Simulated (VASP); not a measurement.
Method: r2SCAN meta-GGA, VASP's PBE PAW potentials (set 64) (plane waves; VASP).

Input for VASP

**INCAR**
```
NEDOS = 601   # DOS grid
ISMEAR = -5   # tetrahedra, Bloechl
ALGO = Normal
LASPH = .TRUE.   # aspherical one-centre terms
NELM = 100
PREC = Accurate
EDIFF = 1E-7   # SCF stop (eV)
LEFG = .TRUE.
METAGGA = R2SCAN
SYSTEM = MgB2
LREAL = .FALSE.
LORBIT = 11   # lm-projected
ENCUT = 520   # plane-wave cut-off (eV)
LCHARG = .FALSE.
LWAVE = .FALSE.
ISIF = 2   # forces and stress, cell fixed
LMIXTAU = .TRUE.
```

KPOINTS_OPT:
```
k-points along high-symmetry lines
6
Line-mode
Reciprocal
  0.000000   0.000000   0.000000 ! GAMMA
  0.000000   0.500000   0.000000 ! M

  0.000000   0.500000   0.000000 ! M
 -0.333333   0.666667   0.000000 ! K

 -0.333333   0.666667   0.000000 ! K
  0.000000   0.000000   0.000000 ! GAMMA

  0.000000   0.000000   0.000000 ! GAMMA
  0.000000   0.000000   0.500000 ! A

  0.000000   0.000000   0.500000 ! A
  0.000000   0.500000   0.500000 ! L

  0.000000   0.500000   0.500000 ! L
 -0.333333   0.666667   0.500000 ! H

 -0.333333   0.666667   0.500000 ! H
  0.000000   0.000000   0.500000 ! A

  0.000000   0.500000   0.500000 ! L
  0.000000   0.500000   0.000000 ! M

 -0.333333   0.666667   0.500000 ! H
 -0.333333   0.666667   0.000000 ! K
```

### POSCAR
```
MgB2
6.9618570
  0.2208842735  -0.3825827139   0.0000000000
  0.2208842735   0.3825827139   0.0000000000
  0.0000000000   0.0000000000   0.5000000302
Mg B
1 2
direct
  0.0000000000   0.0000000000   1.0000000000
  0.3333330000   0.6666670000   0.5000000000
  0.6666670000   0.3333330000   0.5000000000
```

File KPOINTS:
```
Automatic mesh
0
Gamma
13 13 10
0 0 0
```

POTCAR, in this order: Mg B (PBE.64 set). Program: vasp_std.

What VASP printed:

**OUTCAR**
```
 ion  position               nearest neighbor table
   1  0.000  0.000  0.000-   2 2.49   3 2.49   2 2.49   3 2.49   3 2.49   3 2.49   2 2.49   2 2.49
                             3 2.49   3 2.49   2 2.49   2 2.49
   2  0.333  0.667  0.500-   3 1.78   3 1.78   3 1.78   1 2.49   1 2.49   1 2.49   1 2.49   1 2.49
                             1 2.49
   3  0.667  0.333  0.500-   2 1.78   2 1.78   2 1.78   1 2.49   1 2.49   1 2.49   1 2.49   1 2.49
                             1 2.49
  LATTYP: Found a hexagonal cell.
 ALAT       =     3.0755290271
 C/A-ratio  =     1.1318146177
 Subroutine PRICEL returns:
 Original cell was already a primitive cell.
 Subroutine GETGRP returns: Found 24 space group operations
The static configuration has the point symmetry D_6h.
The dynamic configuration has the point symmetry D_6h.
 Subroutine INISYM returns: Found 24 space group operations
 Subroutine IBZKPT returns following result:
 Found    126 irreducible k-points:

 Following reciprocal coordinates:
            Coordinates               Weight
  0.000000  0.000000  0.000000      1.000000
  0.076923 -0.000000  0.000000      6.000000
  0.153846  0.000000  0.000000      6.000000
  0.230769  0.000000  0.000000      6.000000
...
```

OSZICAR:
```
       N       E                     dE             d eps       ncg     rms          rms(c)
DAV:   1     0.218171803627E+01    0.21817E+01   -0.41237E+03  2176   0.875E+02
DAV:   2    -0.214935134984E+02   -0.23675E+02   -0.23272E+02  2944   0.116E+02
DAV:   3    -0.217933949097E+02   -0.29988E+00   -0.29968E+00  2712   0.155E+01
DAV:   4    -0.217938397444E+02   -0.44483E-03   -0.44425E-03  3064   0.568E-01
DAV:   5    -0.217938399420E+02   -0.19755E-06   -0.19832E-06  2728   0.102E-02    0.529E+00
DAV:   6    -0.195665300968E+02    0.22273E+01   -0.23329E+00  2224   0.105E+01    0.282E+00
DAV:   7    -0.192988248063E+02    0.26771E+00   -0.94711E-01  2536   0.626E+00    0.594E-01
DAV:   8    -0.193269223362E+02   -0.28098E-01   -0.22966E-01  2288   0.470E+00    0.486E-01
DAV:   9    -0.194025574178E+02   -0.75635E-01   -0.61342E-02  2080   0.234E+00    0.146E-01
DAV:  10    -0.194032088403E+02   -0.65142E-03   -0.73685E-03  2512   0.823E-01    0.489E-02
DAV:  11    -0.194017016536E+02    0.15072E-02   -0.60224E-04  2312   0.301E-01    0.172E-02
DAV:  12    -0.194018404640E+02   -0.13881E-03   -0.32932E-04  2272   0.209E-01    0.110E-02
DAV:  13    -0.194018455546E+02   -0.50906E-05   -0.83741E-05  2288   0.104E-01    0.182E-03
DAV:  14    -0.194018444757E+02    0.10790E-05   -0.24877E-06  3032   0.204E-02    0.134E-03
DAV:  15    -0.194018406246E+02    0.38510E-05   -0.37469E-07  2304   0.781E-03    0.536E-04
DAV:  16    -0.194018405368E+02    0.87825E-07   -0.23956E-07  2160   0.565E-03
   1 F= -.19401841E+02 E0= -.19401841E+02  d E =0.000000E+00
       N       E                     dE             ncg
```

File OUTCAR:
```
------------------------ aborting loop because EDIFF is reached ----------------------------------------
  FORCE on cell =-STRESS in cart. coord.  units (eV):
  Direction    XX          YY          ZZ          XY          YZ          ZX
  --------------------------------------------------------------------------------------
  Total       -0.2306323     -0.2306322      0.3638110     -0.0000000      0.0000000     -0.0000000
  in kB      -12.9588122    -12.9588074     20.4418874     -0.0000000      0.0000000     -0.0000000
  external PRESSURE =      -1.8252441 kB  Pullay stress =       0.0000000 kB
  volume of cell :       28.51
      direct lattice vectors                 reciprocal lattice vectors
     1.537764726 -2.663486145  0.000000000     0.325147268 -0.187723897  0.000000000
     1.537764726  2.663486145  0.000000000     0.325147268  0.187723897  0.000000000
     0.000000000  0.000000000  3.480928710     0.000000000  0.000000000  0.287279655
 POSITION                                       TOTAL-FORCE (eV/Angst)
 -----------------------------------------------------------------------------------
      0.00000      0.00000      0.00000         0.000000     -0.000000      0.000000
      1.53776      0.88783      1.74046         0.000000      0.000000      0.000000
      1.53776     -0.88783      1.74046        -0.000000     -0.000000      0.000000
 -----------------------------------------------------------------------------------
    total drift:                                0.000000     -0.000000      0.000000
  FREE ENERGIE OF THE ION-ELECTRON SYSTEM (eV)
  ---------------------------------------------------
  free  energy   TOTEN  =       -19.4018405368 eV

  energy  without entropy=      -19.4018405368  energy(sigma->0) =      -19.40184054

 total charge

# of ion       s       p       d       tot
------------------------------------------
    1        0.149   0.178   0.056   0.383
    2        0.703   1.245   0.000   1.948
    3        0.703   1.245   0.000   1.948
--------------------------------------------------
tot          1.555   2.668   0.056   4.278
```
(Selected blocks of OUTCAR.)

For a metal the tetrahedron method with Blöchl corrections gives inexact stress and forces.

The compound is MgB2 in the AlB2 type structure. It was relaxed first.
